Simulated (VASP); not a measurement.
Data:

```xyz
63
Lattice="11.9995 0.0000 0.0000 0.0000 11.9995 0.0000 0.0000 0.0000 11.9995" Properties=species:S:1:pos:R:3 pbc="T T T"
In     5.9916     0.0068     0.0070
In     8.9984     3.0002    11.9910
In     8.9930    11.9904     2.9996
In     0.0045    11.9946    11.9964
In     3.0076     2.9903     0.0071
In     6.0002     5.9992    11.9907
In     9.0094     8.9919     0.0076
In     3.0069     0.0072     2.9917
In     6.0056     3.0147     3.0037
In     8.9838     5.9898     3.0069
In     6.0001    11.9912     5.9932
In     9.0441     2.9574     6.0423
In     9.0084     0.0008     8.9978
In    11.9917     6.0079     0.0071
In     2.9964     9.0033    11.9965
In     0.0105     3.0056     2.9992
In     2.9923     6.0002     3.0028
In     6.0000     9.0066     3.0030
In     0.0001    11.9986     6.0109
In     2.9916     3.0000     5.9977
In     6.0122     5.9845     5.9828
In     8.9977     9.0065     5.9971
In     2.9972    11.9945     9.0038
In     6.0002     3.0052     9.0081
In     8.9931     6.0006     9.0077
In    11.9912     8.9922     2.9920
In     0.0087     6.0007     5.9929
In     3.0090     8.9906     6.0098
In    11.9991     2.9901     8.9985
In     3.0070     6.0080     8.9904
In     5.9918     8.9919     8.9898
In     0.0046     9.0022     9.0036
P      7.5055     1.5199     1.5170
P     10.4797     4.4923     1.5173
P     10.4926     1.5075     4.4846
P      1.4979     1.5022     1.5010
P      4.5138     4.5110     1.5142
P      7.4902     7.4844     1.5151
P     10.4972    10.5027     1.5027
P      4.5179     1.5201     4.5044
P     10.4788     7.4811     4.5043
P      7.4859     1.5093     7.4897
P     10.4920     4.5145     7.4913
P     10.4992     1.4999    10.5003
P      1.4997     7.4985     1.5011
P      4.5013    10.4992     1.5019
P      1.5013     4.5002     4.4999
P      4.5169     7.4824     4.4933
P      7.4996    10.4984     4.4996
P      1.5031     1.5007     7.4992
P      4.5180     4.4923     7.4794
P      7.5046     7.4806     7.4780
P     10.4970    10.4948     7.4978
P      4.5023     1.5019    10.4965
P      7.4998     4.4999    10.5003
P     10.4970     7.4970    10.4962
P      1.5035    10.4953     4.4994
P      1.4971     7.4972     7.4961
P      4.5023    10.5031     7.4961
P      1.5022     4.5006    10.5013
P      4.5003     7.4992    10.4983
P      7.4990    10.4974    10.5009
P      1.5004    10.4991    10.4999
```
Cell charge +1.

Computed with HSE06 screened hybrid, VASP's PBE PAW potentials (set 64) (plane waves; VASP). Numerical set-up: PREC = Normal, LREAL = Auto, ISYM = 0, NELECT = 250.0, EDIFF = 1E-5, 400 eV cut-off, 1×1×1 Γ-centred mesh, Gaussian smearing of 0.050 eV, potentials In P. Starting moments (MAGMOM): 63*0.0317. The cell's moment is fixed (NUPDOWN = 2).

The cell is charged, with a uniform compensating background. The supercell is sampled at Γ alone, which is coarse: total energies, pressure and levels can be off, energies of defects by several tenths of an eV.

Question: Predict the cell moment, energy per atom (σ→0).

Answer: 
```
Item                                    Value
---------------------  ----------------------
cell moment                           2.00 μB
energy per atom (σ→0)  -474.0 kJ/mol of atoms
```

The absolute energy has meaning only against runs of the same code, potentials and settings.

The cell is a supercell with a defect, built from InP (zinc blende): vac_P, charge +1. The cell's shape comes from a PBE relaxation.
